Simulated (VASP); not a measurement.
```xyz
2
Lattice="0.0000 2.4837 2.4837 2.4837 0.0000 2.4837 2.4837 2.4837 0.0000" Properties=species:S:1:pos:R:3 pbc="T T T"
Be     0.0000     0.0000     0.0000
S      1.2418     1.2418     1.2418
```

All values below come from PBE GGA, VASP's PBE PAW potentials (set 64) (plane waves; VASP 6.6.1). Numerical set-up: 400 eV cut-off, 7×7×7 Γ-centred mesh, Gaussian smearing of 0.050 eV, potentials Be S.

Task: Predict the energy per atom (σ→0), pressure.

Result: 
The energy per atom (σ→0) comes out as -4.994 eV/atom and the pressure is -4.61 GPa.

The absolute energy has meaning only against runs of the same code, potentials and settings.

The compound is BeS in the zinc blende structure. The cell was not relaxed at this level.
